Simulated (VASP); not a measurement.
OSZICAR of a VASP run on InAs (zinc blende):

### OSZICAR
```
       N       E                     dE             d eps       ncg     rms          rms(c)
DAV:   1     0.801879180434E+02    0.80188E+02   -0.83289E+03  1534   0.145E+03
DAV:   2    -0.331031326548E+02   -0.11329E+03   -0.11014E+03  1609   0.321E+02
DAV:   3    -0.412237682023E+02   -0.81206E+01   -0.80662E+01  2027   0.921E+01
DAV:   4    -0.414394778617E+02   -0.21571E+00   -0.21560E+00  1848   0.167E+01
DAV:   5    -0.414479443654E+02   -0.84665E-02   -0.84661E-02  2261   0.278E+00    0.611E+00
DAV:   6    -0.380205232552E+02    0.34274E+01   -0.21033E+00  1859   0.370E+01    0.316E+00
DAV:   7    -0.380227635281E+02   -0.22403E-02   -0.64624E-01  1559   0.125E+01    0.157E+00
DAV:   8    -0.379980479000E+02    0.24716E-01   -0.37446E-01  1554   0.819E+00    0.106E+00
DAV:   9    -0.380069253784E+02   -0.88775E-02   -0.21000E-02  1864   0.183E+00    0.809E-01
DAV:  10    -0.379986621028E+02    0.82633E-02   -0.20398E-01  1554   0.495E+00    0.510E-01
DAV:  11    -0.380508959726E+02   -0.52234E-01   -0.58730E-02  1534   0.266E+00    0.246E-01
DAV:  12    -0.380522145589E+02   -0.13186E-02   -0.72767E-03  1614   0.905E-01    0.228E-01
DAV:  13    -0.380480368540E+02    0.41777E-02   -0.28950E-03  1564   0.796E-01    0.947E-02
DAV:  14    -0.380531056026E+02   -0.50687E-02   -0.33460E-03  1554   0.661E-01    0.381E-02
DAV:  15    -0.380531186746E+02   -0.13072E-04   -0.38626E-04  1869   0.239E-01    0.381E-02
DAV:  16    -0.380531933541E+02   -0.74679E-04   -0.61861E-05  1589   0.102E-01    0.291E-02
DAV:  17    -0.380532175736E+02   -0.24220E-04   -0.21732E-05  1599   0.571E-02    0.238E-02
DAV:  18    -0.380532187919E+02   -0.12182E-05   -0.10631E-06  1999   0.100E-02    0.248E-02
DAV:  19    -0.380532101251E+02    0.86668E-05   -0.22245E-05  2034   0.405E-02    0.205E-02
DAV:  20    -0.380532114017E+02   -0.12765E-05   -0.10133E-05  1625   0.275E-02    0.184E-02
DAV:  21    -0.380532121637E+02   -0.76200E-06   -0.10795E-06  2272   0.841E-03    0.124E-02
DAV:  22    -0.380532125721E+02   -0.40847E-06   -0.10889E-07  1133   0.540E-03    0.747E-03
DAV:  23    -0.380532119229E+02    0.64919E-06   -0.75998E-07  1819   0.136E-02    0.230E-03
DAV:  24    -0.380532120917E+02   -0.16875E-06   -0.19966E-07  1558   0.433E-03    0.153E-03
DAV:  25    -0.380532121420E+02   -0.50288E-07   -0.18792E-08   827   0.161E-03
   1 F= -.38053212E+02 E0= -.38053209E+02  d E =-.380532E+02
```

### Question
Which electronic solver shows in the log?

### Answer
It is blocked Davidson (ALGO = Normal, or the opening steps of other solvers). The INCAR had ALGO = Normal.

### Question
Can the final energy be trusted as converged?

### Answer
The calculation finished and met its thresholds. It stopped with EDIFF = 1E-7, NELM = 100, NSW = 30 and EDIFFG = -0.01 after 1 ionic step (r2SCAN meta-GGA, plane waves, VASP's PBE PAW potentials (set 64)).

The compound is InAs in the zinc blende structure. This cell was strained or had an atom moved on purpose.
